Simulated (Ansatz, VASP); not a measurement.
**Cross-check of TiSiB (TiSiB in the AlB2 type) between VASP and Ansatz**

One calculation is typed for both programs; each brings its own data sets. How far apart do they land? The cell is generated by rule, not measured, and may not be a known phase. The cell is taken from a series of runs on this material, whose earlier steps may have relaxed, scaled, displaced or heated it; both programs get it as it stands.

Method: plane waves, with VASP 6.6.1 beside it; zone-centre phonons at PBE and single point at PBE, in Ansatz 0.2.0.

### Step 1. Set-up

It takes space group P-6m2 (No. 187, hexagonal). The conventional cell has a = 3.442 Å, b = 3.442 Å, c = 3.382 Å, α = 90.00°, β = 90.00°, γ = 120.00°. Nearest to Ti lie 6 B at 2.61 Å and 6 Si at 2.61 Å. B has 3 Si at 1.99 Å and 6 Ti at 2.61 Å nearest. Nearest to Si lie 3 B at 1.99 Å and 6 Ti at 2.61 Å. Farther neighbours are not listed.

Coordinates:

```cif
data_structure
_symmetry_space_group_name_H-M 'P-6m2'
_symmetry_Int_Tables_number 187
_cell_length_a 3.4417
_cell_length_b 3.4417
_cell_length_c 3.3823
_cell_angle_alpha 90.000
_cell_angle_beta 90.000
_cell_angle_gamma 120.000
_cell_volume 34.70
loop_
_atom_site_label
_atom_site_type_symbol
_atom_site_symmetry_multiplicity
_atom_site_Wyckoff_symbol
_atom_site_fract_x
_atom_site_fract_y
_atom_site_fract_z
_atom_site_occupancy
Ti1 Ti 1 a 0.00000 0.00000 0.00000 1
B1 B 1 d 0.33333 0.66667 0.50000 1
Si1 Si 1 f 0.66667 0.33333 0.50000 1
```

### Step 2. VASP: zone-centre phonons, PBE

Second derivatives magnify differences that forces hide, and they need a tight electronic threshold.

Lines of VASP's logs that name or quote its potential files are left out, and so is its time.

Contents of INCAR:

```
SYSTEM = TiSiB
PREC = Accurate
ENCUT = 500
EDIFF = 1E-08
NELM = 120
ISMEAR = 1
SIGMA = 0.2
LREAL = .FALSE.
ALGO = Normal
GGA = PE
NBANDS = 15
LASPH = .TRUE.
LORBIT = 11
LWAVE = .FALSE.
LCHARG = .FALSE.
ISIF = 2
IBRION = 8
GGA_COMPAT = .FALSE.
```

Contents of POSCAR:

```
TiSiB
1.0
    3.4416589762      0.0000027131      0.0000000000
   -1.7208318377      2.9805627480      0.0000000000
    0.0000000000      0.0000000000      3.3822744199
Ti B Si
1 1 1
Direct
    0.0000000000      0.0000000000      0.0000000000
    0.3333333333      0.6666666667      0.5000000000
    0.6666666667      0.3333333333      0.5000000000
```

Contents of KPOINTS:

```
Automatic mesh
0
Gamma
6 6 6
0 0 0
```

Potentials, in the order of the species: Ti_sv, B and Si (PBE family, release 64).

Started as:

```console
$ mpirun -np 1 vasp_std
```

Numbers of over 12 decimals in the logs are rounded to 6 here.

Output:

```text
[banner, memory and clock lines left out]
running    1 mpi-ranks, on    1 nodes
 distrk:  each k-point on    1 cores,    1 groups
 distr:  one band on    1 cores,    1 groups

 POSCAR found type information on POSCAR TiB Si
 POSCAR found :  3 types and       3 ions
 LDA part: xc-table for (Slater+PW92), standard interpolation
 POSCAR, INCAR and KPOINTS ok, starting setup
 FFT: planning ... GRIDC
 FFT: planning ... GRID_SOFT
 FFT: planning ... GRID
 WAVECAR not read
 entering main loop
       N       E                     dE             d eps       ncg     rms          rms(c)
DAV:   1     0.131933628648E+03    0.13193E+03   -0.88831E+03   840   0.128E+03
DAV:   2    -0.157336457934E+02   -0.14767E+03   -0.14414E+03   882   0.356E+02
DAV:   3    -0.248842066763E+02   -0.91506E+01   -0.87869E+01  1323   0.811E+01
DAV:   4    -0.251346971783E+02   -0.25049E+00   -0.25000E+00  1014   0.125E+01
DAV:   5    -0.251425151567E+02   -0.78180E-02   -0.78176E-02  1257   0.199E+00    0.144E+01
DAV:   6    -0.216610015278E+02    0.34815E+01   -0.33308E+01  1185   0.487E+01    0.626E+00
DAV:   7    -0.211845855169E+02    0.47642E+00   -0.56206E+00  1052   0.230E+01    0.383E+00
DAV:   8    -0.211594419141E+02    0.25144E-01   -0.21327E-01   981   0.399E+00    0.143E+00
DAV:   9    -0.211573279642E+02    0.21139E-02   -0.18565E-02  1199   0.133E+00    0.318E-01
DAV:  10    -0.211575589416E+02   -0.23098E-03   -0.73909E-04  1051   0.225E-01    0.188E-01
DAV:  11    -0.211576244188E+02   -0.65477E-04   -0.33023E-04  1164   0.159E-01    0.452E-02
DAV:  12    -0.211576295518E+02   -0.51330E-05   -0.21787E-05   905   0.420E-02    0.865E-03
DAV:  13    -0.211576293078E+02    0.24402E-06   -0.10595E-05  1179   0.256E-02    0.394E-03
DAV:  14    -0.211576293835E+02   -0.75738E-07   -0.68482E-07  1008   0.959E-03    0.935E-04
DAV:  15    -0.211576293762E+02    0.73005E-08   -0.45897E-08  1036   0.151E-03
   1 F= -.21157629E+02 E0= -.21159167E+02  d E =0.461262E-02
 Linear response reoptimize wavefunctions to high precision
DAV:   1    -0.211576293667E+02    0.94781E-08   -0.27082E-09   810   0.451E-04
DAV:   2    -0.211576293668E+02   -0.44793E-10   -0.30438E-10   518   0.151E-04
 Linear response DOF=           6
 Linear response progress:
  Degree of freedom:   1/  6
       N       E                     dE             d eps       ncg     rms          rms(c)
RMM:   1    -0.757828866847E+00   -0.75783E+00   -0.20045E+00  2444   0.137E+02
RMM:   2    -0.716411144562E+00    0.41418E-01   -0.37303E-01  3934   0.542E+00    0.135E-01
RMM:   3    -0.713335724268E+00    0.30754E-02   -0.19858E-02  4692   0.124E+00    0.613E-02
RMM:   4    -0.713578157454E+00   -0.24243E-03   -0.15075E-02  5461   0.580E-01    0.326E-02
RMM:   5    -0.714714214531E+00   -0.11361E-02   -0.12366E-03  5442   0.198E-01    0.168E-02
RMM:   6    -0.715099552212E+00   -0.38534E-03   -0.32764E-04  5487   0.901E-02    0.377E-03
RMM:   7    -0.715130310425E+00   -0.30758E-04   -0.47049E-05  5694   0.362E-02    0.321E-03
RMM:   8    -0.715203219856E+00   -0.72909E-04   -0.10944E-05  5611   0.176E-02    0.122E-03
RMM:   9    -0.715245536706E+00   -0.42317E-04   -0.24480E-06  5685   0.835E-03    0.302E-04
RMM:  10    -0.715235722281E+00    0.98144E-05   -0.59446E-07  5861   0.415E-03    0.178E-04
RMM:  11    -0.715237607351E+00   -0.18851E-05   -0.72382E-08  5977   0.214E-03    0.187E-04
RMM:  12    -0.715244775997E+00   -0.71686E-05   -0.41490E-08  5524   0.124E-03    0.254E-05
RMM:  13    -0.715245050477E+00   -0.27448E-06    0.54097E-08  6013   0.710E-04    0.192E-05
RMM:  14    -0.715245610817E+00   -0.56034E-06    0.12044E-07  5854   0.428E-04    0.126E-05
RMM:  15    -0.715245440553E+00    0.17026E-06    0.31301E-08  6031   0.279E-04    0.212E-05
RMM:  16    -0.715245829632E+00   -0.38908E-06    0.23136E-08  5410   0.188E-04    0.119E-05
RMM:  17    -0.715245715730E+00    0.11390E-06    0.33858E-08  5804   0.132E-04    0.142E-05
RMM:  18    -0.715245820520E+00   -0.10479E-06   -0.13579E-08  5778   0.939E-05    0.121E-05
RMM:  19    -0.715245825993E+00   -0.54723E-08    0.10378E-08  5800   0.701E-05    0.123E-05
 first order change of Fermi-energy  -0.15549E-03
 force on displaced ion       1 direction 1 :  -6.304   0.003   0.000
 Linear response progress:
  Degree of freedom:   2/  6
       N       E                     dE             d eps       ncg     rms          rms(c)
RMM:   1    -0.758482103596E+00   -0.75848E+00    0.13238E-01  1060   0.138E+02
RMM:   2    -0.708371684776E+00    0.50110E-01   -0.33199E-01  1638   0.501E+00    0.151E-01
RMM:   3    -0.707407852300E+00    0.96383E-03   -0.19934E-02  1887   0.114E+00    0.688E-02
RMM:   4    -0.707947457606E+00   -0.53961E-03   -0.18818E-02  2132   0.592E-01    0.376E-02
RMM:   5    -0.708972384287E+00   -0.10249E-02   -0.14190E-03  2194   0.183E-01    0.286E-02
RMM:   6    -0.710296152016E+00   -0.13238E-02   -0.27675E-04  1918   0.982E-02    0.140E-02
RMM:   7    -0.709808824001E+00    0.48733E-03   -0.66513E-05  2087   0.409E-02    0.254E-03
RMM:   8    -0.709909923593E+00   -0.10110E-03   -0.74162E-06  2218   0.163E-02    0.149E-03
RMM:   9    -0.709879348209E+00    0.30575E-04   -0.17755E-05  2305   0.750E-03    0.600E-04
RMM:  10    -0.709861321922E+00    0.18026E-04   -0.50698E-06  2263   0.407E-03    0.167E-04
[...]
RMM:   3    -0.449879529317E-01    0.13992E-03   -0.13619E-03  4563   0.197E-01    0.766E-02
RMM:   4    -0.455223325820E-01   -0.53438E-03   -0.94379E-04  4808   0.148E-01    0.104E-02
RMM:   5    -0.454591821531E-01    0.63150E-04   -0.12444E-04  5262   0.561E-02    0.420E-03
RMM:   6    -0.454974296606E-01   -0.38248E-04   -0.32116E-05  5665   0.240E-02    0.143E-03
RMM:   7    -0.454879522654E-01    0.94774E-05   -0.61298E-06  5634   0.997E-03    0.505E-04
RMM:   8    -0.454908281531E-01   -0.28759E-05   -0.11496E-06  5742   0.442E-03    0.263E-04
RMM:   9    -0.454920209996E-01   -0.11928E-05   -0.12244E-06  5880   0.214E-03    0.126E-04
RMM:  10    -0.454920101681E-01    0.10831E-07    0.31663E-07  5938   0.108E-03    0.343E-05
RMM:  11    -0.454920562801E-01   -0.46112E-07   -0.33094E-08  5876   0.555E-04    0.212E-05
RMM:  12    -0.454920616828E-01   -0.54027E-08    0.40544E-08  6033   0.302E-04    0.157E-05
 first order change of Fermi-energy   0.41463E-04
 force on displaced ion       2 direction 1 : -15.018   0.003   0.000
 Linear response progress:
  Degree of freedom:   4/  6
       N       E                     dE             d eps       ncg     rms          rms(c)
RMM:   1    -0.435401904391E-01   -0.43540E-01    0.10182E-02  2171   0.125E+00
RMM:   2    -0.423869752268E-01    0.11532E-02   -0.20873E-03  1940   0.282E-01    0.106E-01
RMM:   3    -0.423945175649E-01   -0.75423E-05   -0.90229E-04  1944   0.156E-01    0.517E-02
RMM:   4    -0.427575218885E-01   -0.36300E-03   -0.50020E-04  1987   0.110E-01    0.112E-02
RMM:   5    -0.427628909561E-01   -0.53691E-05   -0.78751E-05  2092   0.464E-02    0.387E-03
RMM:   6    -0.427903193016E-01   -0.27428E-04   -0.17204E-05  2210   0.190E-02    0.143E-03
RMM:   7    -0.427804912738E-01    0.98280E-05   -0.27745E-06  2292   0.802E-03    0.500E-04
RMM:   8    -0.427775655280E-01    0.29257E-05   -0.60883E-07  2250   0.333E-03    0.248E-04
RMM:   9    -0.427778477244E-01   -0.28220E-06   -0.18414E-07  2321   0.167E-03    0.795E-05
RMM:  10    -0.427778381426E-01    0.95818E-08   -0.10218E-07  2351   0.793E-04    0.369E-05
RMM:  11    -0.427778601392E-01   -0.21997E-07   -0.45275E-08  2429   0.396E-04    0.256E-05
RMM:  12    -0.427778388560E-01    0.21283E-07   -0.31828E-09  2417   0.210E-04    0.135E-05
RMM:  13    -0.427778408887E-01   -0.20327E-08   -0.25302E-08  2375   0.106E-04    0.639E-06
 first order change of Fermi-energy   0.77417E-04
 force on displaced ion       2 direction 3 :  -0.000  -0.000  -1.687
 Linear response progress:
  Degree of freedom:   5/  6
       N       E                     dE             d eps       ncg     rms          rms(c)
RMM:   1    -0.245439239140E-01   -0.24544E-01   -0.13087E-02  5231   0.140E+00
RMM:   2    -0.197035662082E-01    0.48404E-02   -0.24867E-03  4840   0.355E-01    0.126E-01
RMM:   3    -0.198456790859E-01   -0.14211E-03   -0.80651E-04  5069   0.165E-01    0.677E-02
RMM:   4    -0.202347416018E-01   -0.38906E-03   -0.45017E-04  5039   0.106E-01    0.130E-02
RMM:   5    -0.202091107727E-01    0.25631E-04   -0.70287E-05  5397   0.433E-02    0.328E-03
RMM:   6    -0.202354271637E-01   -0.26316E-04   -0.20875E-05  5580   0.198E-02    0.117E-03
RMM:   7    -0.202384678560E-01   -0.30407E-05   -0.46948E-06  5834   0.877E-03    0.796E-04
RMM:   8    -0.202362469235E-01    0.22209E-05   -0.83046E-07  5724   0.403E-03    0.269E-04
RMM:   9    -0.202368252289E-01   -0.57831E-06   -0.11328E-06  5751   0.204E-03    0.144E-04
RMM:  10    -0.202366646009E-01    0.16063E-06    0.16625E-06  5839   0.105E-03    0.329E-05
RMM:  11    -0.202368903753E-01   -0.22577E-06    0.63997E-08  5959   0.553E-04    0.143E-05
RMM:  12    -0.202368486544E-01    0.41721E-07    0.74201E-07  6065   0.297E-04    0.940E-06
RMM:  13    -0.202369524740E-01   -0.10382E-06   -0.28482E-07  5928   0.174E-04    0.869E-06
RMM:  14    -0.202368811099E-01    0.71364E-07    0.17460E-07  5797   0.102E-04    0.431E-06
RMM:  15    -0.202369166785E-01   -0.35569E-07   -0.14462E-07  5912   0.621E-05    0.206E-06
RMM:  16    -0.202369058941E-01    0.10784E-07    0.10028E-07  5902   0.404E-05    0.180E-06
RMM:  17    -0.202369065699E-01   -0.67580E-09   -0.42105E-08  5501   0.274E-05    0.218E-06
 first order change of Fermi-energy   0.40010E-04
 force on displaced ion       3 direction 1 : -20.368  -0.003   0.000
 Linear response progress:
  Degree of freedom:   6/  6
       N       E                     dE             d eps       ncg     rms          rms(c)
RMM:   1    -0.198372130268E-01   -0.19837E-01    0.26513E-02  1973   0.167E+00
RMM:   2    -0.189803012128E-01    0.85691E-03   -0.21465E-03  1936   0.321E-01    0.651E-02
RMM:   3    -0.191410548249E-01   -0.16075E-03   -0.47421E-04  2056   0.136E-01    0.333E-02
RMM:   4    -0.193858324672E-01   -0.24478E-03   -0.20006E-04  2067   0.810E-02    0.943E-03
RMM:   5    -0.193979856836E-01   -0.12153E-04   -0.35591E-05  2193   0.339E-02    0.345E-03
RMM:   6    -0.194181015602E-01   -0.20116E-04   -0.97019E-06  2290   0.158E-02    0.858E-04
RMM:   7    -0.194146975495E-01    0.34040E-05    0.28643E-06  2250   0.597E-03    0.359E-04
RMM:   8    -0.194136838502E-01    0.10137E-05    0.48826E-06  2271   0.282E-03    0.221E-04
RMM:   9    -0.194143505550E-01   -0.66670E-06    0.21960E-07  2323   0.130E-03    0.544E-05
RMM:  10    -0.194145464506E-01   -0.19590E-06   -0.39487E-07  2355   0.638E-04    0.283E-05
RMM:  11    -0.194147197536E-01   -0.17330E-06   -0.13397E-06  2392   0.317E-04    0.980E-06
RMM:  12    -0.194146631341E-01    0.56619E-07   -0.56780E-07  2468   0.153E-04    0.582E-06
RMM:  13    -0.194146667734E-01   -0.36392E-08   -0.42007E-07  2488   0.792E-05    0.594E-06
RMM:  14    -0.194146641111E-01    0.26623E-08   -0.30958E-07  2427   0.386E-05    0.282E-06
RMM:  15    -0.194146658521E-01   -0.17410E-08   -0.24478E-07  2355   0.220E-05    0.136E-06
RMM:  16    -0.194146719740E-01   -0.61219E-08   -0.22619E-07  2138   0.121E-05    0.114E-06
RMM:  17    -0.194146683796E-01    0.35944E-08   -0.15121E-07  2172   0.945E-06    0.207E-06
RMM:  18    -0.194146724216E-01   -0.40420E-08   -0.15019E-07  1981   0.665E-06    0.914E-07
RMM:  19    -0.194146712231E-01    0.11985E-08   -0.10078E-07  1405   0.458E-06    0.904E-07
RMM:  20    -0.194146736569E-01   -0.24338E-08   -0.10151E-07  1139   0.373E-06    0.155E-06
RMM:  21    -0.194146716218E-01    0.20351E-08   -0.61508E-08   991   0.326E-06    0.127E-06
 first order change of Fermi-energy  -0.10980E-03
 force on displaced ion       3 direction 3 :   0.000   0.000  -7.987
 Linear response finished
```

From OUTCAR (step 2):

```text
ion  position               nearest neighbor table
   1  0.000  0.000  0.000-   3 2.61   3 2.61   3 2.61   3 2.61   3 2.61   3 2.61
   2  0.333  0.667  0.500-   3 1.99   3 1.99   3 1.99
   3  0.667  0.333  0.500-   2 1.99   2 1.99   2 1.99   1 2.61   1 2.61   1 2.61   1 2.61   1 2.61
                             1 2.61

  LATTYP: Found a hexagonal cell.
 ALAT       =     3.4416589762
 C/A-ratio  =     0.9827453688

 Subroutine GETGRP returns: Found 12 space group operations
 (whereof 12 operations were pure point group operations)

The static configuration has the point symmetry D_3h.

 Found     28 irreducible k-points:

   k-points           NKPTS =     28   k-points in BZ     NKDIM =     28   number of bands    NBANDS=     15

   dimension x,y,z NGX =    28 NGY =   28 NGZ =   28
   dimension x,y,z NGXF=    56 NGYF=   56 NGZF=   56

   ENCUT  =  500.0 eV  36.75 Ry    6.06 a.u.   6.27  6.27  6.17*2*pi/ulx,y,z

   NELECT =      19.0000    total number of electrons

 k-points in reciprocal lattice and weights: Automatic mesh
   0.00000000  0.00000000  0.00000000       0.005
   0.16666667  0.00000000  0.00000000       0.028
   0.33333333  0.00000000  0.00000000       0.028
   0.50000000  0.00000000  0.00000000       0.014
   0.16666667  0.16666667  0.00000000       0.028
   0.33333333  0.16666667  0.00000000       0.056
   0.33333333  0.33333333  0.00000000       0.009
   0.00000000  0.00000000  0.16666667       0.009
   0.16666667  0.00000000  0.16666667       0.056
[...]
0.33333333  0.16666667  0.50000000       0.056
   0.33333333  0.33333333  0.50000000       0.009

 average (electrostatic) potential at core
       1 -70.6758       2 -22.8032       3 -79.2960

  Total        0.0417036      0.0417036     -0.1737074      0.0000000     -0.0000000     -0.0000000
  in kB        1.9257887      1.9257887     -8.0214669      0.0000000     -0.0000000     -0.0000000
  external PRESSURE =      -1.3899632 kB  Pullay stress =       0.0000000 kB

  energy-cutoff  :      500.00
  volume of cell :       34.70
      direct lattice vectors                 reciprocal lattice vectors
     3.441658976  0.000002713  0.000000000     0.290557418  0.167753709  0.000000000
    -1.720831838  2.980562748  0.000000000    -0.000000264  0.335506959  0.000000000
     0.000000000  0.000000000  3.382274420     0.000000000  0.000000000  0.295659038

 POSITION                                       TOTAL-FORCE (eV/Angst)
 -----------------------------------------------------------------------------------
      0.00000      0.00000      0.00000         0.000000     -0.000000      0.000000
     -0.00000      1.98704      1.69114        -0.000000      0.000000      0.000000
      1.72083      0.99352      1.69114        -0.000000      0.000000      0.000000
 -----------------------------------------------------------------------------------
    total drift:                               -0.000000      0.000000      0.000000

 Eigenvectors and eigenvalues of the dynamical matrix
 ----------------------------------------------------

   1 f  =   21.876376 THz   137.453325 2PiTHz  729.717360 cm-1    90.473381 meV
             X         Y         Z           dx          dy          dz
      0.000000  0.000000  0.000000    -0.029932   -0.025940   -0.000000
     -0.000002  1.987043  1.691137    -0.623532   -0.540380    0.000000
      1.720829  0.993523  1.691137     0.425900    0.369104   -0.000000

   2 f  =   21.876376 THz   137.453325 2PiTHz  729.717360 cm-1    90.473381 meV
             X         Y         Z           dx          dy          dz
      0.000000  0.000000  0.000000     0.025940   -0.029932   -0.000000
     -0.000002  1.987043  1.691137     0.540380   -0.623532   -0.000000
      1.720829  0.993523  1.691137    -0.369104    0.425900   -0.000000

   3 f  =   10.236791 THz    64.319657 2PiTHz  341.462606 cm-1    42.335948 meV
             X         Y         Z           dx          dy          dz
      0.000000  0.000000  0.000000     0.000000    0.000000   -0.582744
     -0.000002  1.987043  1.691137    -0.000000   -0.000000   -0.078546
      1.720829  0.993523  1.691137    -0.000000   -0.000000    0.808851

   4 f  =    8.387956 THz    52.703085 2PiTHz  279.792110 cm-1    34.689785 meV
             X         Y         Z           dx          dy          dz
      0.000000  0.000000  0.000000    -0.505053   -0.437713   -0.000000
     -0.000002  1.987043  1.691137     0.333386    0.288935   -0.000000
      1.720829  0.993523  1.691137     0.452593    0.392248    0.000000

   5 f  =    8.387956 THz    52.703085 2PiTHz  279.792110 cm-1    34.689785 meV
             X         Y         Z           dx          dy          dz
      0.000000  0.000000  0.000000    -0.437713    0.505053    0.000000
     -0.000002  1.987043  1.691137     0.288935   -0.333386   -0.000000
      1.720829  0.993523  1.691137     0.392248   -0.452593   -0.000000

   6 f  =    6.569931 THz    41.280092 2PiTHz  219.149296 cm-1    27.171038 meV
             X         Y         Z           dx          dy          dz
      0.000000  0.000000  0.000000    -0.000000   -0.000000   -0.330947
     -0.000002  1.987043  1.691137     0.000000    0.000000    0.931982
      1.720829  0.993523  1.691137     0.000000    0.000000   -0.147930

   7 f/i=    0.000693 THz     0.004357 2PiTHz    0.023130 cm-1     0.002868 meV
             X         Y         Z           dx          dy          dz
      0.000000  0.000000  0.000000    -0.394073    0.629656    0.000000
     -0.000002  1.987043  1.691137    -0.187243    0.299179    0.000000
      1.720829  0.993523  1.691137    -0.301824    0.482260    0.000000

   8 f/i=    0.000693 THz     0.004357 2PiTHz    0.023130 cm-1     0.002868 meV
             X         Y         Z           dx          dy          dz
      0.000000  0.000000  0.000000    -0.629656   -0.394073    0.000000
     -0.000002  1.987043  1.691137    -0.299179   -0.187243    0.000000
      1.720829  0.993523  1.691137    -0.482260   -0.301824    0.000000

   9 f/i=    0.008100 THz     0.050896 2PiTHz    0.270196 cm-1     0.033500 meV
             X         Y         Z           dx          dy          dz
      0.000000  0.000000  0.000000    -0.000000    0.000000   -0.742215
     -0.000002  1.987043  1.691137    -0.000000    0.000000   -0.353892
      1.720829  0.993523  1.691137    -0.000000    0.000000   -0.569102

 ELASTIC MODULI CONTR FROM IONIC RELAXATION (kBar)
 Direction    XX          YY          ZZ          XY          YZ          ZX
 --------------------------------------------------------------------------------
 XX        -587.0156    587.0156     -0.0000     -0.0000     -0.0000      0.0000
 YY         587.0156   -587.0156      0.0000     -0.0000      0.0000     -0.0000
 ZZ          -0.0000      0.0000     -0.0000     -0.0000     -0.0000      0.0000
 XY          -0.0000     -0.0000     -0.0000   -587.0156     -0.0000      0.0000
 YZ          -0.0000      0.0000     -0.0000     -0.0000     -0.0000      0.0000
 ZX           0.0000     -0.0000      0.0000      0.0000      0.0000     -0.0000
 --------------------------------------------------------------------------------
```

The k-mesh is coarse for a metal.

[end of part 1 of 2]

[Lines on the potential files, build, host, timing and source positions are cut from VASP's logs without a mark.]

[Logs are printed without paths, hosts, clocks, repeated set-up lines and the standing remarks that a program may print on its own settings, such as how far it seeks lower states.]

[Hosts, paths, dates, database ids (printed as entryN), source tags and the programs' standing remarks are cut or masked in the printed files.]
